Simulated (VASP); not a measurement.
Runs of VASP 6.6.1 on Pt. It takes space group Fm-3m (No. 225, cubic). Conventional cell: a = 3.922 Å, b = 3.922 Å, c = 3.922 Å, α = 90.00°, β = 90.00°, γ = 90.00°. Pt (site symmetry m-3m) is surrounded by 12 Pt at 2.77 Å. 

| task | level | potentials or basis | spin | cell | cutoff (eV) | k mesh for the DOS | occupations for the DOS | gap on the mesh (eV) | pressure (GPa) | relaxed volume (Å³/atom) |
| --- | --- | --- | --- | --- | --- | --- | --- | --- | --- | --- |
| relaxation of cell and atoms | PBEsol | VASP PAW PBE potentials, release 64 (Pt) | off | relaxed | 600 | - | - | none | 0.0 | 15.01 |
| band structure | r2SCAN | VASP PAW PBE potentials, release 64 (Pt) | off | Fm-3m, 15.01 Å³/atom | 520 | - | - | - | 5.9 | - |
| band structure | PBE | VASP PAW PBE potentials, release 64 (Pt) | SOC, no magnetisation | Fm-3m, 15.01 Å³/atom | 520 | - | - | - | (a) | - |
| band structure | LDA | VASP PAW LDA potentials, release 64 (Pt) | off | Fm-3m, 15.01 Å³/atom | 520 | - | - | - | -4.4 | - |
| relaxation of cell and atoms | RPBE | VASP PAW PBE potentials, release 64 (Pt) | off | relaxed | 600 | - | - | none | -0.1 | (b) |
| band structure | PBE | VASP PAW PBE potentials, release 64 (Pt) | off | Fm-3m, 15.01 Å³/atom | 520 | - | - | - | 10.7 | - |

Alike in all rows: k mesh 16 × 16 × 16; smearing methfessel-paxton 0.1 eV.

**Question.** Fill in the values left out.

**Answer.** (a) 11.8; (b) 15.87.

Caveats: the PAW data sets were made with another functional, which shifts forces and pressure a little (some runs); spin-orbit coupling is left out, which moves the levels of the heavy elements (some runs).

A k mesh can miss the band edges, and rows without SOC leave out spin-orbit coupling on Pt.

A gap of «none» marks a metal or a gap under the smearing width.
